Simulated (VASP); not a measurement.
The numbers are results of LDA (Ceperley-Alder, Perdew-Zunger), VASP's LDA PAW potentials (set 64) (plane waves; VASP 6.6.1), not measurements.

A VASP calculation is set up with these files.

File POSCAR:
```
PtSe2
1
    1.8711910789    -3.2409982653     0.0000000000
    1.8711910789     3.2409982653    -0.0000000000
    0.0000000000    -0.0000000000     4.7640480697
Pt Se
1 2
Direct
  0.0000000000   0.0000000000   1.0000000000
  0.3333330000   0.6666670000   0.2653972413
  0.6666670000   0.3333330000   0.7346027587
```

INCAR:
```
# general
SYSTEM   =  PtSe2
PREC     =  Accurate
ENCUT    =  530   # plane-wave cut-off (eV)
LREAL    =  .FALSE.
LASPH    =  .TRUE.   # aspherical one-centre terms

# electronic loop
EDIFF    =  1E-7   # SCF stop (eV)
NELM     =  100
ALGO     =  Normal   # blocked Davidson
LMAXMIX  =  6   # l cut-off of mixed one-centre charges

# smearing
ISMEAR   =  1   # Methfessel-Paxton
SIGMA    =  0.1   # width (eV)

# ions
IBRION   =  6
NSW      =  1
ISIF     =  3   # ions, shape and volume
POTIM    =  0.015
NFREE    =  2

# output
LWAVE    =  .FALSE.
LCHARG   =  .FALSE.
```

### KPOINTS
```
Automatic mesh
0
Gamma
9 9 6
0 0 0
```

POTCAR, in this order: Pt Se (LDA.64 set). Program: vasp_std.

The resulting files:

**OUTCAR**
```
 ion  position               nearest neighbor table
   1  0.000  0.000  0.000-   2 2.50   3 2.50   3 2.50   2 2.50   3 2.50   2 2.50
   2  0.333  0.667  0.265-   1 2.50   1 2.50   1 2.50
   3  0.667  0.333  0.735-   1 2.50   1 2.50   1 2.50
  LATTYP: Found a hexagonal cell.
 ALAT       =     3.7423823708
 C/A-ratio  =     1.2729987472
 Subroutine PRICEL returns:
 Original cell was already a primitive cell.
 Subroutine GETGRP returns: Found 12 space group operations
The static configuration has the point symmetry D_3d.
The dynamic configuration has the point symmetry D_3d.
 Subroutine INISYM returns: Found 12 space group operations
 Subroutine IBZKPT returns following result:
 Found     62 irreducible k-points:

 Following reciprocal coordinates:
            Coordinates               Weight
  0.000000  0.000000  0.000000      1.000000
  0.111111 -0.000000  0.000000      6.000000
  0.222222 -0.000000  0.000000      6.000000
  0.333333  0.000000  0.000000      6.000000
  0.444444 -0.000000  0.000000      6.000000
  0.111111  0.111111  0.000000      6.000000
  0.222222  0.111111  0.000000     12.000000
  0.333333  0.111111  0.000000     12.000000
  0.444444  0.111111  0.000000      6.000000
  0.222222  0.222222  0.000000      6.000000
  0.333333  0.222222  0.000000     12.000000
  0.333333  0.333333  0.000000      2.000000
  0.000000  0.000000  0.166667      2.000000
  0.111111 -0.000000  0.166667      6.000000
 -0.000000  0.111111  0.166667      6.000000
  0.222222 -0.000000  0.166667      6.000000
 -0.000000  0.222222  0.166667      6.000000
  0.333333  0.000000  0.166667      6.000000
  0.000000  0.333333  0.166667      6.000000
  0.444444 -0.000000  0.166667      6.000000
 -0.000000  0.444444  0.166667      6.000000
  0.111111  0.111111  0.166667     12.000000
  0.222222  0.111111  0.166667     12.000000
 -0.111111  0.333333  0.166667     12.000000
  0.333333  0.111111  0.166667     12.000000
 -0.111111  0.444444  0.166667     12.000000
  0.444444  0.111111  0.166667     12.000000
  0.222222  0.222222  0.166667     12.000000
  0.333333  0.222222  0.166667     12.000000
 -0.222222 -0.444444  0.166667     12.000000
  0.333333  0.333333  0.166667      4.000000
  0.000000  0.000000  0.333333      2.000000
  0.111111 -0.000000  0.333333      6.000000
 -0.000000  0.111111  0.333333      6.000000
  0.222222 -0.000000  0.333333      6.000000
 -0.000000  0.222222  0.333333      6.000000
  0.333333  0.000000  0.333333      6.000000
  0.000000  0.333333  0.333333      6.000000
  0.444444 -0.000000  0.333333      6.000000
 -0.000000  0.444444  0.333333      6.000000
 Subroutine IBZKPT_HF returns following result:
   k-points           NKPTS =     62   k-points in BZ     NKDIM =     62   number of bands    NBANDS=     15
   number of dos      NEDOS =    301   number of ions     NIONS =      3
   total plane-waves  NPLWV =  28224
   dimension x,y,z NGX =    28 NGY =   28 NGZ =   36
   dimension x,y,z NGXF=    56 NGYF=   56 NGZF=   72
   ions per type =               1   2
   PREC   = accura    normal or accurate (medium, high low for compatibility)
   ISTART =      0    job   : 0-new  1-cont  2-samecut
   ICHARG =      2    charge: 1-file 2-atom 10-const
   ISPIN  =      1    spin polarized calculation?
   LNONCOLLINEAR =      F non collinear calculations
   LSORBIT =      F    spin-orbit coupling
   INIWAV =      1    electr: 0-lowe 1-rand  2-diag
   ENCUT  =  530.0 eV  38.95 Ry    6.24 a.u.   7.02  7.02  8.94*2*pi/ulx,y,z
   NELM   =    100;   NELMIN=  2; NELMDL= -5     # of ELM steps
   EDIFF  = 0.1E-06   stopping-criterion for ELM
...
```

File OSZICAR:
```
       N       E                     dE             d eps       ncg     rms          rms(c)
DAV:   1     0.113974789337E+03    0.11397E+03   -0.10351E+04  1868   0.131E+03
DAV:   2    -0.129039219363E+02   -0.12688E+03   -0.12439E+03  2406   0.242E+02
DAV:   3    -0.178490961634E+02   -0.49452E+01   -0.49088E+01  2231   0.502E+01
DAV:   4    -0.178878703823E+02   -0.38774E-01   -0.38764E-01  2266   0.483E+00
DAV:   5    -0.178882493635E+02   -0.37898E-03   -0.37898E-03  2350   0.456E-01    0.133E+01
DAV:   6    -0.173179046751E+02    0.57034E+00   -0.48309E+00  1874   0.214E+01    0.806E+00
DAV:   7    -0.171246392839E+02    0.19327E+00   -0.91598E-01  1909   0.104E+01    0.395E+00
DAV:   8    -0.170938104156E+02    0.30829E-01   -0.67561E-02  2049   0.199E+00    0.830E-01
DAV:   9    -0.170903063004E+02    0.35041E-02   -0.86577E-03  2098   0.957E-01    0.192E-01
DAV:  10    -0.170903055618E+02    0.73865E-06   -0.12543E-03  2112   0.265E-01    0.412E-02
DAV:  11    -0.170903018365E+02    0.37253E-05   -0.43393E-05  2259   0.622E-02    0.254E-02
DAV:  12    -0.170903014485E+02    0.38800E-06   -0.43548E-06  2143   0.147E-02    0.431E-03
DAV:  13    -0.170903012374E+02    0.21113E-06   -0.82140E-07  2140   0.810E-03    0.106E-03
DAV:  14    -0.170903012320E+02    0.53556E-08   -0.66024E-08  1049   0.207E-03
   1 F= -.17090301E+02 E0= -.17090400E+02  d E =0.295352E-03
 Found     4 degrees of freedom:
 Adding 6 more for cell shape distortion
```

### OUTCAR
```
------------------------ aborting loop because EDIFF is reached ----------------------------------------
  FORCE on cell =-STRESS in cart. coord.  units (eV):
  Direction    XX          YY          ZZ          XY          YZ          ZX
  --------------------------------------------------------------------------------------
  Total        0.0299659      0.0299659      0.0098831     -0.0000000      0.0000000      0.0000000
  in kB        0.8308728      0.8308729      0.2740309     -0.0000000      0.0000000      0.0000000
  external PRESSURE =       0.6452589 kB  Pullay stress =       0.0000000 kB
  volume of cell :       57.78
      direct lattice vectors                 reciprocal lattice vectors
     1.871191079 -3.240998265  0.000000000     0.267209483 -0.154273455  0.000000000
     1.871191079  3.240998265  0.000000000     0.267209483  0.154273455  0.000000000
     0.000000000  0.000000000  4.764048070     0.000000000  0.000000000  0.209905523
 POSITION                                       TOTAL-FORCE (eV/Angst)
 -----------------------------------------------------------------------------------
      0.00000      0.00000      0.00000        -0.000000      0.000000      0.000000
      1.87119      1.08033      1.26437         0.000000     -0.000000     -0.000987
      1.87119     -1.08033      3.49968        -0.000000      0.000000      0.000987
 -----------------------------------------------------------------------------------
    total drift:                                0.000000     -0.000000      0.000000
  FREE ENERGIE OF THE ION-ELECTRON SYSTEM (eV)
  ---------------------------------------------------
  free  energy   TOTEN  =       -17.0903012320 eV

  energy  without entropy=      -17.0905965839  energy(sigma->0) =      -17.09039968
```
(Selected blocks of OUTCAR.)

**stdout**
```
...
 entering main loop
       N       E                     dE             d eps       ncg     rms          rms(c)
DAV:   1     0.113974789337E+03    0.11397E+03   -0.10351E+04  1868   0.131E+03
DAV:   2    -0.129039219363E+02   -0.12688E+03   -0.12439E+03  2406   0.242E+02
DAV:   3    -0.178490961634E+02   -0.49452E+01   -0.49088E+01  2231   0.502E+01
DAV:   4    -0.178878703823E+02   -0.38774E-01   -0.38764E-01  2266   0.483E+00
DAV:   5    -0.178882493635E+02   -0.37898E-03   -0.37898E-03  2350   0.456E-01    0.133E+01
DAV:   6    -0.173179046751E+02    0.57034E+00   -0.48309E+00  1874   0.214E+01    0.806E+00
DAV:   7    -0.171246392839E+02    0.19327E+00   -0.91598E-01  1909   0.104E+01    0.395E+00
DAV:   8    -0.170938104156E+02    0.30829E-01   -0.67561E-02  2049   0.199E+00    0.830E-01
DAV:   9    -0.170903063004E+02    0.35041E-02   -0.86577E-03  2098   0.957E-01    0.192E-01
DAV:  10    -0.170903055618E+02    0.73865E-06   -0.12543E-03  2112   0.265E-01    0.412E-02
DAV:  11    -0.170903018365E+02    0.37253E-05   -0.43393E-05  2259   0.622E-02    0.254E-02
DAV:  12    -0.170903014485E+02    0.38800E-06   -0.43548E-06  2143   0.147E-02    0.431E-03
DAV:  13    -0.170903012374E+02    0.21113E-06   -0.82140E-07  2140   0.810E-03    0.106E-03
DAV:  14    -0.170903012320E+02    0.53556E-08   -0.66024E-08  1049   0.207E-03
   1 F= -.17090301E+02 E0= -.17090400E+02  d E =0.295352E-03
 Found     4 degrees of freedom:
 Adding 6 more for cell shape distortion
 Finite differences POTIM= 0.01500 DOF=  10

 -----------------------------------------------------------------------------
|                                                                             |
|     EEEEEEE  RRRRRR   RRRRRR   OOOOOOO  RRRRRR      ###     ###     ###     |
|     E        R     R  R     R  O     O  R     R     ###     ###     ###     |
|     E        R     R  R     R  O     O  R     R     ###     ###     ###     |
|     EEEEE    RRRRRR   RRRRRR   O     O  RRRRRR       #       #       #      |
|     E        R   R    R   R    O     O  R   R                               |
|     E        R    R   R    R   O     O  R    R      ###     ###     ###     |
|     EEEEEEE  R     R  R     R  OOOOOOO  R     R     ###     ###     ###     |
|                                                                             |
|     RE_READ_KPOINTS: the new IBZ does not contain all k-points of the       |
|     original IBZ.                                                           |
|                                                                             |
|     ... try setting KBLOWUP=.FALSE.                                         |
|     ... as a last resort: switch off symmetry                               |
|                                                                             |
|       ---->  I REFUSE TO CONTINUE WITH THIS SICK JOB ... BYE!!! <----       |
|                                                                             |
 -----------------------------------------------------------------------------
```

VASP stops with an error: RE_READ_KPOINTS: the new IBZ does not contain all k-points of the original IBZ. ... try setting KBLOWUP=.FALSE. ... as a last resort: switch off symmetry ----> I REFUSE TO CONTINUE WITH THIS SICK JOB ... BYE!!! <----

The compound is PtSe2 in the 1T layered structure. It was relaxed first, which changed the volume by -6 %.
